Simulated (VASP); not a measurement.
These are PW91 GGA, VASP's PBE PAW potentials (set 64) (plane waves; VASP) values and carry that method's errors.

Input for VASP

KPOINTS:
```
Regular mesh
0
gamma
  9 9 9
```

POSCAR:
```
BP
1
    0.0000000000     2.2700000000     2.2700000000
    2.2700000000     0.0000000000     2.2700000000
    2.2700000000     2.2700000000     0.0000000000
B P
1 1
Direct
  0.0000000000   0.0000000000   0.0000000000
  0.2500000000   0.2500000000   0.2500000000
```

INCAR:
```
ALGO = Normal
EDIFF = 1E-6
EDIFFG = -0.01
ENCUT = 520
GGA = 91
IBRION = 2
ISIF = 3
ISMEAR = 0
LASPH = .True.
LCHARG = .False.
LREAL = .False.
LWAVE = .False.
NELM = 100
NSW = 60
PREC = Accurate
SIGMA = 0.05
SYSTEM = BP
```

POTCAR, in this order: B P (PBE.64 set). Program: vasp_std.

Predict the energy per atom (σ→0), volume per atom.

| Quantity | Result |
|---|---|
| energy per atom (σ→0) | -6.465 eV/atom |
| volume per atom | 11.76 Å³/atom |

OSZICAR:
```
...
   2 F= -.12929586E+02 E0= -.12929586E+02  d E =-.169028E-03
       N       E                     dE             d eps       ncg     rms          rms(c)
DAV:   1    -0.129298998426E+02   -0.31357E-03   -0.45139E-03   624   0.532E-01    0.814E-02
DAV:   2    -0.129297937184E+02    0.10612E-03   -0.22642E-04   736   0.949E-02    0.424E-02
DAV:   3    -0.129297665965E+02    0.27122E-04   -0.59925E-05   648   0.446E-02    0.115E-02
DAV:   4    -0.129297652446E+02    0.13520E-05   -0.26275E-06   616   0.120E-02    0.879E-03
DAV:   5    -0.129297655471E+02   -0.30254E-06   -0.57201E-07   280   0.557E-03
   3 F= -.12929766E+02 E0= -.12929766E+02  d E =-.348688E-03
```

The compound is BP in the zinc blende structure. This run relaxes it. Symmetry was kept, so distortions that lower it aren't found.
